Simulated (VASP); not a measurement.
These are HSE06 screened hybrid, VASP's PBE PAW potentials (set 64) (plane waves; VASP) values and carry that method's errors.

Input for VASP

**INCAR**
```
! general
SYSTEM   = Mg31O31
PREC     = Normal
ENCUT    = 400   ! plane-wave cut-off (eV)
LREAL    = Auto   ! projection in real space or not
LASPH    = T   ! aspherical one-centre terms
ISYM     = 0
NELECT   = 249.0

! electronic loop
EDIFF    = 1E-5   ! SCF stop (eV)
NELM     = 50   ! most electronic steps
NELMIN   = 4
ALGO     = Normal   ! blocked Davidson

! smearing
ISMEAR   = 0   ! Gaussian
SIGMA    = 0.05   ! width (eV)

! functional
GGA      = PE   ! PBE
LHFCALC  = T
AEXX     = 0.25
HFSCREEN = 0.2   ! 1/Angstrom
PRECFOCK = Fast

! spin
ISPIN    = 2
MAGMOM   = 62*0.0161
NUPDOWN  = 1

! ions
ISIF     = 0

! output
LWAVE    = F
LCHARG   = F
LORBIT   = 10
```

KPOINTS:
```
Automatic mesh
0
Gamma
1 1 1
0 0 0
```

### POSCAR
```
Mg31O31
1
    8.4869590160     0.0000000000     0.0000000000
    0.0000000000     8.4869590160     0.0000000000
    0.0000000000     0.0000000000     8.4869590160
Mg O
31 31
Direct
  0.4999629597   0.9999340087   0.9972146333
  0.7482334535   0.2515790346   0.9995443613
  0.7504870603   0.0000602944   0.2515239869
  0.9999573653   0.9999353590   0.9988681837
  0.2515623902   0.2515322311   0.9995871220
  0.5000187288   0.4998794370   0.9936224401
  0.7483947943   0.7483088638   0.9993890439
  0.2492628407   0.9999922144   0.2516448322
  0.4997826279   0.2407455192   0.2557918285
  0.7593308497   0.5000272848   0.2557705161
  0.4997007393   0.9999159914   0.5026389588
  0.7427124432   0.2569250855   0.4993548890
  0.7484823012   0.9998358682   0.7477597791
  0.0001689599   0.4998905126   0.9976274131
  0.2518036077   0.7482400893   0.9995463744
  0.9998870545   0.2494731689   0.2517688505
  0.2408441071   0.4999532232   0.2562341944
  0.4999924924   0.7593802885   0.2555991326
  0.9995802110   0.9999170150   0.5010049911
  0.2563480781   0.2566914787   0.4995868992
  0.7429564867   0.7430460807   0.4992048745
  0.2510357846   0.9997918559   0.7479433025
  0.4997555123   0.2573949878   0.7405820372
  0.7425678749   0.4998768473   0.7409309617
  0.0000414499   0.7506457633   0.2516038396
  0.9997343136   0.4999907803   0.5029790873
  0.2566280320   0.7431214199   0.4994647446
  0.9996893857   0.2510309263   0.7481222713
  0.2572832654   0.4998469701   0.7409765585
  0.4999301111   0.7421992785   0.7403903550
  0.9998930566   0.7486968032   0.7480509754
  0.7476978762   0.2522217610   0.2495926310
  0.0000240118   0.5000271164   0.2460548719
  0.9996349975   0.2475392999   0.4992569639
  0.2519448239   0.2521213405   0.2497101098
  0.7478524057   0.7478693463   0.2494289002
  0.9998805349   0.0000409181   0.2484908378
  0.4996282659   0.2354428438   0.4968511801
  0.7642830825   0.5000651728   0.4969667325
  0.9997528593   0.7523467413   0.4991731959
  0.7489790820   0.2506247158   0.7500590081
  0.9997935385   0.4998709870   0.7533242880
  0.9999132516   0.2496397437   0.0007167456
  0.2521239066   0.7478171441   0.2496282433
  0.4998783538   0.0000374444   0.2457942250
  0.2351790592   0.4999299511   0.4972454346
  0.4997989959   0.7644285952   0.4966218075
  0.7520743023   0.0000015200   0.4989983982
  0.2504463232   0.2505631840   0.7501620348
  0.4998834514   0.4998736551   0.7625071067
  0.7491006009   0.7491210222   0.7499608139
  0.9997603924   0.9998182143   0.7512301094
  0.4998727827   0.2510569350   0.0046628655
  0.7488830013   0.4999077004   0.0047574935
  0.0000999078   0.7502343000   0.0005754908
  0.2472937624   0.9998970294   0.4991447606
  0.2507128243   0.7490518707   0.7500647448
  0.4997883318   0.9998434361   0.7528416050
  0.2512406474   0.4998854860   0.0048646792
  0.5000728679   0.7487424316   0.0045891100
  0.7502081750   0.9999486394   0.0004504055
  0.2496932461   0.9998717731   0.0005547691
```

POTCAR, in this order: Mg O (PBE.64 set). Program: vasp_gam. Read from the step before: WAVECAR.

The resulting files:

File OUTCAR:
```
 ion  position               nearest neighbor table
   1  0.500  1.000  0.997-  58 2.07  45 2.11  61 2.12  62 2.12  53 2.13  60 2.13  13 2.99  22 2.99
                            18 3.00   9 3.00  15 3.00   2 3.00   5 3.00   7 3.00   3 3.03   8 3.03
   2  0.748  0.252  1.000-  54 2.11  53 2.11  41 2.12  32 2.12  61 2.14  43 2.14   6 2.98   1 3.00
                            14 3.00  28 3.02   4 3.02   3 3.02  13 3.02  16 3.02  10 3.03   9 3.03
   3  0.750  0.000  0.252-  48 2.10  37 2.12  45 2.13  61 2.13  32 2.14  36 2.14  18 2.95   9 2.95
                            19 2.99  16 2.99  25 2.99  11 3.01   4 3.01   2 3.02   7 3.02   1 3.03
   4  1.000  1.000  0.999-  52 2.10  37 2.12  55 2.12  43 2.12  62 2.12  61 2.12  28 3.01  22 3.01
                            25 3.01  31 3.01   8 3.01   3 3.01  16 3.02  13 3.02   7 3.02   5 3.02
   5  0.252  0.252  1.000-  53 2.11  59 2.11  49 2.12  35 2.12  43 2.14  62 2.14   6 2.98  14 3.00
                             1 3.00   4 3.02  28 3.02  22 3.02   8 3.02  16 3.02   9 3.03  17 3.03
   6  0.500  0.500  0.994-  50 1.96  59 2.11  53 2.11  60 2.11  54 2.11  24 2.97  29 2.97  23 2.97
                            30 2.97   2 2.98  15 2.98   7 2.98   5 2.98   9 3.13  10 3.13  18 3.13
   7  0.748  0.748  0.999-  60 2.11  54 2.11  51 2.12  36 2.12  61 2.14  55 2.14   6 2.98   1 3.00
                            14 3.00  31 3.02  13 3.02   4 3.02  25 3.02   3 3.02  18 3.03  10 3.03
   8  0.249  1.000  0.252-  56 2.10  37 2.12  45 2.13  62 2.13  35 2.14  44 2.14   9 2.95  18 2.95
                            25 2.99  16 2.99  19 2.99  11 3.01   4 3.01   5 3.02  15 3.02  20 3.03
   9  0.500  0.241  0.256-  45 2.04  38 2.05  35 2.11  32 2.11  53 2.13  12 2.92  11 2.93  20 2.93
                             8 2.95   3 2.95   1 3.00   5 3.03   2 3.03  17 3.11  10 3.11   6 3.13
  10  0.759  0.500  0.256-  33 2.04  39 2.05  32 2.11  36 2.11  54 2.13  21 2.92  12 2.92  26 2.93
                            16 2.95  25 2.95  14 3.00   7 3.03   2 3.03  18 3.11   9 3.11   6 3.13
  11  0.500  1.000  0.503-  47 2.00  38 2.00  58 2.12  48 2.14  56 2.14  45 2.18  18 2.93   9 2.93
                            13 2.96  22 2.96  23 2.98  30 2.98  27 3.00  12 3.00  20 3.00  21 3.00
  12  0.743  0.257  0.499-  38 2.07  39 2.07  32 2.12  41 2.13  34 2.18  48 2.18  23 2.91  24 2.91
                             9 2.92  10 2.92  11 3.00  26 3.00   3 3.03  16 3.03  13 3.03  28 3.04
  13  0.748  1.000  0.748-  58 2.11  48 2.11  51 2.13  41 2.13  52 2.13  61 2.14  11 2.96  19 2.99
                             1 2.99  28 3.02  31 3.02   4 3.02   7 3.02   2 3.02  21 3.03  12 3.03
  14  0.000  0.500  0.998-  42 2.07  33 2.11  43 2.12  55 2.12  59 2.13  54 2.13  28 2.99  31 2.99
                            10 3.00  17 3.00   5 3.00  15 3.00   7 3.00   2 3.00  16 3.03  25 3.03
  15  0.252  0.748  1.000-  60 2.11  59 2.11  57 2.12  44 2.12  62 2.14  55 2.14   6 2.98   1 3.00
                            14 3.00  22 3.02  31 3.02   4 3.02  25 3.02   8 3.02  18 3.03  17 3.03
  16  1.000  0.249  0.252-  34 2.10  37 2.12  33 2.13  43 2.13  35 2.14  32 2.14  10 2.95  17 2.95
                            19 2.99   3 2.99   8 2.99  26 3.01   4 3.02   5 3.02   2 3.02  20 3.03
  17  0.241  0.500  0.256-  33 2.05  46 2.05  35 2.11  44 2.11  59 2.14  27 2.92  20 2.92  26 2.93
                            16 2.95  25 2.95  14 3.00  15 3.03   5 3.03   9 3.11  18 3.11   6 3.13
  18  0.500  0.759  0.256-  45 2.04  47 2.05  36 2.11  44 2.11  60 2.13  21 2.92  11 2.93  27 2.93
                             3 2.95   8 2.95   1 3.00  15 3.03   7 3.03  17 3.11  10 3.11   6 3.13
  19  1.000  1.000  0.501-  48 2.10  40 2.10  34 2.10  56 2.10  52 2.12  37 2.14  13 2.99  28 2.99
                            31 2.99  22 2.99   3 2.99  25 2.99  16 2.99   8 2.99  21 3.08  20 3.08
  20  0.256  0.257  0.500-  46 2.07  38 2.07  35 2.12  49 2.13  34 2.18  56 2.18  23 2.91  29 2.91
...
```

File OSZICAR:
```
       N       E                     dE             d eps       ncg     rms          rms(c)
DAV:   1    -0.432932654302E+03   -0.43293E+03   -0.76813E+00   624   0.795E+00    0.164E+00
DAV:   2    -0.432999148773E+03   -0.66494E-01   -0.17917E-01   672   0.100E+00    0.106E+00
DAV:   3    -0.432980709141E+03    0.18440E-01   -0.16434E-02   680   0.304E-01    0.673E-01
DAV:   4    -0.432976353183E+03    0.43560E-02   -0.48073E-03   688   0.163E-01    0.437E-01
DAV:   5    -0.432974700756E+03    0.16524E-02   -0.59068E-04   672   0.902E-02    0.255E-01
DAV:   6    -0.432974124974E+03    0.57578E-03   -0.26013E-04   664   0.618E-02    0.144E-01
DAV:   7    -0.432973931365E+03    0.19361E-03   -0.69783E-05   680   0.338E-02    0.836E-02
DAV:   8    -0.432973864643E+03    0.66721E-04   -0.27574E-05   440   0.208E-02    0.500E-02
DAV:   9    -0.432973842251E+03    0.22392E-04   -0.13051E-05   372   0.138E-02    0.301E-02
DAV:  10    -0.432973834624E+03    0.76270E-05   -0.39690E-06   356   0.750E-03
   1 F= -.43297383E+03 E0= -.43297383E+03  d E =-.301573E-14  mag=     1.0000
```

File OUTCAR:
```
------------------------ aborting loop because EDIFF is reached ----------------------------------------
  volume of cell :      611.30
      direct lattice vectors                 reciprocal lattice vectors
     8.486959016  0.000000000  0.000000000     0.117827834  0.000000000  0.000000000
     0.000000000  8.486959016  0.000000000     0.000000000  0.117827834  0.000000000
     0.000000000  0.000000000  8.486959016     0.000000000  0.000000000  0.117827834
  FREE ENERGIE OF THE ION-ELECTRON SYSTEM (eV)
  ---------------------------------------------------
  free  energy   TOTEN  =      -432.9738346239 eV

  energy  without entropy=     -432.9738346239  energy(sigma->0) =     -432.97383462

  exchange ACFDT corr.  =         0.00000000  see jH, gK, PRB 81, 115126

 total charge

# of ion       s       p       d       tot
------------------------------------------
    1        0.143   0.174   0.075   0.391
    2        0.140   0.171   0.073   0.385
    3        0.141   0.171   0.073   0.384
    4        0.142   0.174   0.075   0.390
    5        0.140   0.171   0.073   0.385
    6        0.158   0.184   0.077   0.419
    7        0.140   0.171   0.073   0.385
    8        0.141   0.171   0.073   0.384
    9        0.150   0.175   0.073   0.398
   10        0.150   0.175   0.073   0.398
   11        0.154   0.191   0.084   0.429
   12        0.140   0.171   0.073   0.385
   13        0.139   0.170   0.072   0.382
   14        0.143   0.174   0.075   0.391
   15        0.140   0.171   0.073   0.385
   16        0.141   0.171   0.073   0.384
   17        0.150   0.174   0.073   0.397
   18        0.150   0.175   0.073   0.398
   19        0.142   0.175   0.076   0.394
   20        0.140   0.171   0.073   0.385
   21        0.141   0.171   0.073   0.385
   22        0.139   0.170   0.072   0.382
   23        0.140   0.169   0.072   0.382
   24        0.140   0.169   0.072   0.382
   25        0.141   0.171   0.073   0.384
   26        0.154   0.191   0.084   0.429
   27        0.140   0.171   0.073   0.385
   28        0.139   0.170   0.072   0.382
   29        0.140   0.169   0.072   0.382
   30        0.140   0.169   0.072   0.382
   31        0.139   0.170   0.072   0.382
   32        1.573   3.586   0.000   5.159
   33        1.572   3.607   0.000   5.178
   34        1.571   3.584   0.000   5.155
   35        1.573   3.586   0.000   5.159
   36        1.573   3.586   0.000   5.159
   37        1.572   3.590   0.000   5.162
   38        1.572   3.596   0.000   5.169
   39        1.572   3.596   0.000   5.168
   40        1.571   3.584   0.000   5.155
   41        1.571   3.590   0.000   5.161
   42        1.572   3.585   0.000   5.156
   43        1.571   3.586   0.000   5.157
   44        1.573   3.586   0.000   5.159
   45        1.572   3.607   0.000   5.178
   46        1.572   3.596   0.000   5.169
   47        1.572   3.596   0.000   5.169
   48        1.571   3.584   0.000   5.155
   49        1.571   3.590   0.000   5.161
   50        1.572   3.606   0.000   5.177
   51        1.571   3.590   0.000   5.161
   52        1.570   3.590   0.000   5.160
   53        1.573   3.577   0.000   5.150
   54        1.573   3.577   0.000   5.150
   55        1.571   3.586   0.000   5.156
   56        1.571   3.584   0.000   5.155
   57        1.571   3.591   0.000   5.161
   58        1.572   3.584   0.000   5.156
   59        1.573   3.576   0.000   5.150
   60        1.573   3.577   0.000   5.150
   61        1.571   3.586   0.000   5.156
   62        1.571   3.586   0.000   5.156
--------------------------------------------------
tot         53.163 116.615   2.292 172.071

 magnetization (x)

# of ion       s       p       d       tot
------------------------------------------
    1        0.002   0.000   0.000   0.002
    2        0.000  -0.000  -0.000  -0.000
    3        0.001   0.000   0.000   0.002
    4        0.000   0.000   0.000   0.000
    5        0.000  -0.000  -0.000  -0.000
    6        0.010   0.012   0.004   0.025
    7        0.000  -0.000  -0.000  -0.000
    8        0.001   0.000   0.000   0.002
    9        0.007   0.008   0.003   0.019
   10        0.007   0.008   0.003   0.018
   11        0.001   0.000   0.000   0.001
   12        0.000  -0.000  -0.000  -0.000
   13        0.000   0.000   0.000   0.000
   14        0.002   0.000   0.000   0.002
   15        0.000  -0.000  -0.000  -0.000
   16        0.001   0.000   0.000   0.002
   17        0.007   0.008   0.003   0.019
   18        0.007   0.008   0.003   0.018
   19        0.000   0.000  -0.000   0.000
   20        0.000  -0.000  -0.000  -0.000
   21        0.000  -0.000  -0.000  -0.000
   22        0.000   0.000   0.000   0.000
   23        0.001   0.000   0.000   0.001
...
```
(Selected blocks of OUTCAR.)

The cell is charged, with a uniform compensating background. The supercell is sampled at Γ alone, which is coarse: total energies, pressure and levels can be off, energies of defects by several tenths of an eV.

The cell is a supercell with a defect, built from MgO (rock salt): vac_Mg-vac_O, charge -1. The cell's shape comes from a PBE relaxation.
